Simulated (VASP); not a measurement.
Here is the system:

```
CELL_PARAMETERS angstrom
      4.01428     0.00000     0.00000
      0.00000     4.23060     0.00000
      0.00000     0.00000     4.06456
ATOMIC_POSITIONS crystal
  Cs 0.00000 0.00000 0.00000
  Cl 0.51295 0.50000 0.50000
```

Computed with PBE GGA with spin-orbit coupling, VASP's PBE PAW potentials (set 64) (plane waves; VASP). Settings: 400 eV cut-off, 6×6×6 Γ-centred mesh, Gaussian smearing of 0.050 eV, potentials Cs_sv Cl.

Predict the energy per atom (σ→0), pressure, band gap (on the k-mesh) with the smallest direct gap where there is one.

```yaml
band gap (on the k-mesh): 5.09 eV
smallest direct gap (on the k-mesh): 5.09 eV
energy per atom (σ→0): -3.336 eV/atom
pressure: 13.4 kbar
```

The absolute energy has meaning only against runs of the same code, potentials and settings.

The compound is CsCl in the CsCl type structure. The cell was not relaxed at this level, atoms are displaced from their ideal sites. The run is one of a series of settings (GGA_COMPAT = .FALSE., LSORBIT = .TRUE., MAGMOM = 0 0 0 0 0 0, program vasp_ncl against the base run), some of them coarse on purpose.
